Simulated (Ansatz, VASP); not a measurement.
## Cross-check of Si2Ni between VASP and Ansatz

Aim: how closely do two programs agree when they are given the same cell, functional and k mesh? The cell is taken from a series of runs on this material, whose earlier steps may have relaxed, scaled, displaced or heated it; both programs get it as it stands.

Method: plane waves, with VASP 6.6.1 beside it; zone-centre phonons at PBEsol, in Ansatz 0.2.0.

## (1) Set-up

It takes space group Fm-3m (No. 225, cubic). Conventional cell: a = 5.353 Å, b = 5.353 Å, c = 5.353 Å, α = 90.00°, β = 90.00°, γ = 90.00°. Si has 4 Ni at 2.32 Å nearest. Nearest to Ni lie 8 Si at 2.32 Å. Farther neighbours are not listed.

Coordinates:

```xyz
3
Lattice="0.0000 2.6767 2.6767 2.6767 0.0000 2.6767 2.6767 2.6767 0.0000" Properties=species:S:1:pos:R:3 pbc="T T T"
Si    1.3384    1.3384    1.3384
Si    4.0151    4.0151    4.0151
Ni    0.0000    0.0000    0.0000
```

## (2) VASP: zone-centre phonons, PBEsol

Second derivatives magnify differences that forces hide, and they need a tight electronic threshold.

Lines of VASP's logs that name or quote its potential files are left out, and so is its time.

INCAR reads:

```
SYSTEM = Si2Ni
PREC = Accurate
ENCUT = 600
EDIFF = 1E-08
NELM = 120
ISMEAR = 1
SIGMA = 0.2
LREAL = .FALSE.
ALGO = Normal
GGA = PS
NBANDS = 15
LASPH = .TRUE.
LORBIT = 11
LWAVE = .FALSE.
LCHARG = .FALSE.
ISIF = 2
IBRION = 8
GGA_COMPAT = .FALSE.
KPAR = 2
```

POSCAR reads:

```
Si2Ni
1.0
    0.0000000000      2.6767072396      2.6767072396
    2.6767072396      0.0000000000      2.6767072396
    2.6767072396      2.6767072396      0.0000000000
Si Ni
2 1
Direct
    0.2500000000      0.2500000000      0.2500000000
    0.7500000000      0.7500000000      0.7500000000
    0.0000000000      0.0000000000      0.0000000000
```

KPOINTS reads:

```
Automatic mesh
0
Gamma
16 16 16
0 0 0
```

PAW data sets: Si and Ni (PBE family, release 64).

Run with:

```sh
$ mpirun -np 2 vasp_std
```

Numbers of over 12 decimals in the logs are rounded to 6 here.

What it wrote:

```text
[banner, memory and clock lines left out]
running    2 mpi-ranks, on    1 nodes
 distrk:  each k-point on    1 cores,    2 groups
 distr:  one band on    1 cores,    1 groups

 POSCAR found type information on POSCAR SiNi
 POSCAR found :  2 types and       3 ions
|                                                                             |
|               ----> ADVICE to this user running VASP <----                  |
|                                                                             |
|     You enforced a specific xc type in the INCAR file but a different       |
|     [... a line on the potential file left out ...]
|     I HOPE YOU KNOW WHAT YOU ARE DOING!                                     |
|                                                                             |

 LDA part: xc-table for (Slater+PW92), standard interpolation
 POSCAR, INCAR and KPOINTS ok, starting setup
 FFT: planning ... GRIDC
 FFT: planning ... GRID_SOFT
 FFT: planning ... GRID
 WAVECAR not read
 entering main loop
       N       E                     dE             d eps       ncg     rms          rms(c)
DAV:   1     0.724412027421E+02    0.72441E+02   -0.85623E+03  4350   0.138E+03
DAV:   2    -0.171054410647E+02   -0.89547E+02   -0.82555E+02  4560   0.245E+02
DAV:   3    -0.212141325862E+02   -0.41087E+01   -0.40208E+01  5752   0.567E+01
DAV:   4    -0.212829094857E+02   -0.68777E-01   -0.68703E-01  5001   0.678E+00
DAV:   5    -0.212846917553E+02   -0.17823E-02   -0.17821E-02  5949   0.118E+00    0.175E+01
DAV:   6    -0.260172277981E+02   -0.47325E+01   -0.47539E+01  4797   0.167E+02    0.253E+01
DAV:   7    -0.191063658776E+02    0.69109E+01   -0.14211E+01  5486   0.104E+02    0.395E+00
DAV:   8    -0.190286099373E+02    0.77756E-01   -0.19625E+00  6364   0.222E+01    0.277E+00
DAV:   9    -0.189748466898E+02    0.53763E-01   -0.28400E-01  5405   0.103E+01    0.678E-01
DAV:  10    -0.189722806316E+02    0.25661E-02   -0.10884E-02  6135   0.216E+00    0.294E-01
DAV:  11    -0.189721475108E+02    0.13312E-03   -0.99358E-04  6718   0.299E-01    0.622E-02
DAV:  12    -0.189721649197E+02   -0.17409E-04   -0.32357E-05  5347   0.574E-02    0.235E-02
DAV:  13    -0.189721596611E+02    0.52586E-05   -0.15206E-05  5768   0.101E-01    0.480E-03
DAV:  14    -0.189721595681E+02    0.92989E-07   -0.14107E-06  4889   0.101E-02    0.294E-03
DAV:  15    -0.189721595829E+02   -0.14752E-07   -0.22053E-07  6132   0.108E-02    0.307E-04
DAV:  16    -0.189721596217E+02   -0.38830E-07   -0.30242E-08  4485   0.121E-03    0.203E-04
DAV:  17    -0.189721596244E+02   -0.27487E-08   -0.20429E-10  2882   0.201E-04
   1 F= -.18972160E+02 E0= -.18972089E+02  d E =-.211378E-03
 Linear response reoptimize wavefunctions to high precision
DAV:   1    -0.189721596241E+02    0.29490E-09   -0.95907E-11  3064   0.176E-04
DAV:   2    -0.189721596242E+02   -0.54342E-10   -0.55804E-11  2630   0.793E-05
 Linear response DOF=           2
 Linear response progress:
  Degree of freedom:   1/  2
       N       E                     dE             d eps       ncg     rms          rms(c)
RMM:   1    -0.201965484652E-01   -0.20197E-01    0.30748E-02 46360   0.123E+00
RMM:   2    -0.176218692104E-01    0.25747E-02   -0.71418E-04 27848   0.535E-01    0.951E-02
RMM:   3    -0.178372499048E-01   -0.21538E-03   -0.44613E-04 31365   0.151E-01    0.518E-02
RMM:   4    -0.179946137069E-01   -0.15736E-03   -0.69504E-05 29633   0.583E-02    0.821E-03
RMM:   5    -0.179827035383E-01    0.11910E-04   -0.49513E-06 32390   0.155E-02    0.483E-03
RMM:   6    -0.179701759308E-01    0.12528E-04   -0.11687E-06 32974   0.535E-03    0.716E-04
RMM:   7    -0.179751582979E-01   -0.49824E-05   -0.15131E-07 32545   0.187E-03    0.469E-04
RMM:   8    -0.179734200214E-01    0.17383E-05   -0.73228E-08 32213   0.731E-04    0.149E-04
RMM:   9    -0.179732863085E-01    0.13371E-06   -0.61667E-09 33202   0.298E-04    0.635E-05
RMM:  10    -0.179734177205E-01   -0.13141E-06   -0.10072E-08 33112   0.892E-05    0.166E-05
RMM:  11    -0.179733153092E-01    0.10241E-06    0.32097E-10 33101   0.370E-05    0.510E-06
RMM:  12    -0.179733141051E-01    0.12041E-08    0.13891E-09 34149   0.127E-05    0.226E-06
 first order change of Fermi-energy  -0.10062E-05
 force on displaced ion       1 direction 1 :  -8.837  -0.000  -0.000
 Linear response progress:
  Degree of freedom:   2/  2
       N       E                     dE             d eps       ncg     rms          rms(c)
RMM:   1    -0.192065739998E+00   -0.19207E+00   -0.10951E-01 16413   0.255E+00
RMM:   2    -0.188132345953E+00    0.39334E-02   -0.24391E-03 14873   0.621E-01    0.209E-01
RMM:   3    -0.187933925225E+00    0.19842E-03   -0.33563E-04 16565   0.140E-01    0.123E-01
RMM:   4    -0.188554327363E+00   -0.62040E-03   -0.39202E-04 17491   0.139E-01    0.776E-03
RMM:   5    -0.188511080388E+00    0.43247E-04   -0.68481E-06 17962   0.262E-02    0.498E-03
RMM:   6    -0.188504359432E+00    0.67210E-05   -0.64723E-07 16144   0.909E-03    0.376E-03
RMM:   7    -0.188490503379E+00    0.13856E-04   -0.28303E-07 17767   0.558E-03    0.633E-04
RMM:   8    -0.188484887056E+00    0.56163E-05   -0.17542E-08 18681   0.113E-03    0.262E-04
RMM:   9    -0.188482188428E+00    0.26986E-05   -0.14531E-09 17750   0.321E-04    0.396E-05
RMM:  10    -0.188481910583E+00    0.27784E-06   -0.12843E-09 18627   0.103E-04    0.168E-05
RMM:  11    -0.188481878625E+00    0.31958E-07   -0.13085E-09 18896   0.407E-05    0.536E-06
RMM:  12    -0.188481808963E+00    0.69662E-07    0.62926E-10 19111   0.153E-05    0.154E-06
RMM:  13    -0.188481822832E+00   -0.13869E-07    0.10686E-10 18736   0.747E-06    0.470E-07
RMM:  14    -0.188481826627E+00   -0.37948E-08   -0.23510E-11 14126   0.490E-06    0.139E-07
 first order change of Fermi-energy  -0.39554E-03
 force on displaced ion       3 direction 1 : -11.127   0.000   0.000
 Linear response finished
```

From OUTCAR (step 2):

```text
ion  position               nearest neighbor table
   1  0.250  0.250  0.250-   3 2.32   3 2.32   3 2.32   3 2.32   2 2.68   2 2.68   2 2.68   2 2.68
                             2 2.68   2 2.68
   2  0.750  0.750  0.750-   3 2.32   3 2.32   3 2.32   3 2.32   1 2.68   1 2.68   1 2.68   1 2.68
                             1 2.68   1 2.68
   3  0.000  0.000  0.000-   2 2.32   2 2.32   2 2.32   1 2.32   2 2.32   1 2.32   1 2.32   1 2.32

  LATTYP: Found a face centered cubic cell.
 ALAT       =     5.3534144792

 Subroutine GETGRP returns: Found 48 space group operations
 (whereof 48 operations were pure point group operations)

The static configuration has the point symmetry O_h .

 Found    145 irreducible k-points:

   k-points           NKPTS =    145   k-points in BZ     NKDIM =    145   number of bands    NBANDS=     15

   dimension x,y,z NGX =    30 NGY =   30 NGZ =   30
   dimension x,y,z NGXF=    60 NGYF=   60 NGZF=   60

   ENCUT  =  600.0 eV  44.10 Ry    6.64 a.u.   7.56  7.56  7.56*2*pi/ulx,y,z

   NELECT =      18.0000    total number of electrons

 k-points in reciprocal lattice and weights: Automatic mesh
   0.00000000  0.00000000  0.00000000       0.000
   0.06250000  0.00000000  0.00000000       0.002
   0.12500000  0.00000000  0.00000000       0.002
   0.18750000  0.00000000  0.00000000       0.002
   0.25000000  0.00000000  0.00000000       0.002
   0.31250000  0.00000000  0.00000000       0.002
   0.37500000  0.00000000  0.00000000       0.002
   0.43750000  0.00000000  0.00000000       0.002
   0.50000000  0.00000000  0.00000000       0.001
[...]
-0.31250000  0.50000000  0.18750000       0.003
  -0.25000000  0.50000000  0.25000000       0.001

 average (electrostatic) potential at core
       1 -79.2204       2 -79.2204       3 -81.8230

  Total        0.8350283      0.8350283      0.8350283      0.0000000      0.0000000     -0.0000000
  in kB       34.8802158     34.8802158     34.8802158      0.0000000      0.0000000     -0.0000000
  external PRESSURE =      34.8802158 kB  Pullay stress =       0.0000000 kB

  energy-cutoff  :      600.00
  volume of cell :       38.36
      direct lattice vectors                 reciprocal lattice vectors
     0.000000000  2.676707240  2.676707240    -0.186796670  0.186796670  0.186796670
     2.676707240  0.000000000  2.676707240     0.186796670 -0.186796670  0.186796670
     2.676707240  2.676707240  0.000000000     0.186796670  0.186796670 -0.186796670

 POSITION                                       TOTAL-FORCE (eV/Angst)
 -----------------------------------------------------------------------------------
      1.33835      1.33835      1.33835         0.000000     -0.000000     -0.000000
      4.01506      4.01506      4.01506        -0.000000      0.000000     -0.000000
      0.00000      0.00000      0.00000         0.000000     -0.000000      0.000000
 -----------------------------------------------------------------------------------
    total drift:                                0.000000     -0.000000     -0.000000

 Eigenvectors and eigenvalues of the dynamical matrix
 ----------------------------------------------------

   1 f  =   10.267910 THz    64.515180 2PiTHz  342.500606 cm-1    42.464644 meV
             X         Y         Z           dx          dy          dz
      1.338354  1.338354  1.338354     0.133899   -0.596143    0.355928
      4.015061  4.015061  4.015061    -0.133899    0.596143   -0.355928
      0.000000  0.000000  0.000000     0.000000    0.000000    0.000000

   2 f  =   10.267910 THz    64.515180 2PiTHz  342.500606 cm-1    42.464644 meV
             X         Y         Z           dx          dy          dz
      1.338354  1.338354  1.338354     0.078001   -0.347276   -0.610995
      4.015061  4.015061  4.015061    -0.078001    0.347276    0.610995
      0.000000  0.000000  0.000000     0.000000   -0.000000    0.000000

   3 f  =   10.267910 THz    64.515180 2PiTHz  342.500606 cm-1    42.464644 meV
             X         Y         Z           dx          dy          dz
      1.338354  1.338354  1.338354     0.689918    0.154962    0.000000
      4.015061  4.015061  4.015061    -0.689918   -0.154962   -0.000000
      0.000000  0.000000  0.000000    -0.000000   -0.000000    0.000000

   4 f  =    9.731863 THz    61.147097 2PiTHz  324.619998 cm-1    40.247732 meV
             X         Y         Z           dx          dy          dz
      1.338354  1.338354  1.338354    -0.505346    0.000000    0.000000
      4.015061  4.015061  4.015061    -0.505346   -0.000000   -0.000000
      0.000000  0.000000  0.000000     0.699465    0.000000    0.000000

   5 f  =    9.731863 THz    61.147097 2PiTHz  324.619998 cm-1    40.247732 meV
             X         Y         Z           dx          dy          dz
      1.338354  1.338354  1.338354    -0.000000    0.357333    0.357333
      4.015061  4.015061  4.015061    -0.000000    0.357333    0.357333
      0.000000  0.000000  0.000000    -0.000000   -0.494596   -0.494596

   6 f  =    9.731863 THz    61.147097 2PiTHz  324.619998 cm-1    40.247732 meV
             X         Y         Z           dx          dy          dz
      1.338354  1.338354  1.338354    -0.000000    0.357333   -0.357333
      4.015061  4.015061  4.015061    -0.000000    0.357333   -0.357333
      0.000000  0.000000  0.000000    -0.000000   -0.494596    0.494596

   7 f/i=    0.002153 THz     0.013525 2PiTHz    0.071802 cm-1     0.008902 meV
             X         Y         Z           dx          dy          dz
      1.338354  1.338354  1.338354     0.003426    0.452821   -0.198914
      4.015061  4.015061  4.015061     0.003426    0.452821   -0.198914
      0.000000  0.000000  0.000000     0.004950    0.654304   -0.287421

   8 f/i=    0.002153 THz     0.013525 2PiTHz    0.071802 cm-1     0.008902 meV
             X         Y         Z           dx          dy          dz
      1.338354  1.338354  1.338354    -0.004296    0.198938    0.452803
      4.015061  4.015061  4.015061    -0.004296    0.198938    0.452803
      0.000000  0.000000  0.000000    -0.006208    0.287456    0.654278

   9 f/i=    0.002153 THz     0.013525 2PiTHz    0.071802 cm-1     0.008902 meV
             X         Y         Z           dx          dy          dz
      1.338354  1.338354  1.338354     0.494566   -0.001409    0.005311
      4.015061  4.015061  4.015061     0.494566   -0.001409    0.005311
      0.000000  0.000000  0.000000     0.714623   -0.002035    0.007675

 ELASTIC MODULI CONTR FROM IONIC RELAXATION (kBar)
 Direction    XX          YY          ZZ          XY          YZ          ZX
 --------------------------------------------------------------------------------
 XX          -0.0000     -0.0000     -0.0000     -0.0000     -0.0000     -0.0000
 YY          -0.0000     -0.0000     -0.0000     -0.0000     -0.0000     -0.0000
 ZZ          -0.0000     -0.0000     -0.0000     -0.0000     -0.0000     -0.0000
 XY          -0.0000     -0.0000     -0.0000   -428.0256     -0.0000      0.0000
 YZ          -0.0000     -0.0000     -0.0000     -0.0000   -428.0256      0.0000
 ZX          -0.0000     -0.0000     -0.0000      0.0000      0.0000   -428.0256
 --------------------------------------------------------------------------------
```

[end of part 1 of 2]

[Lines on the potential files, build, host, timing and source positions are cut from VASP's logs without a mark.]

[Logs are printed without paths, hosts, clocks, repeated set-up lines and the standing remarks that a program may print on its own settings, such as how far it seeks lower states.]

[Hosts, paths, dates, database ids (printed as entryN), source tags and the programs' standing remarks are cut or masked in the printed files.]
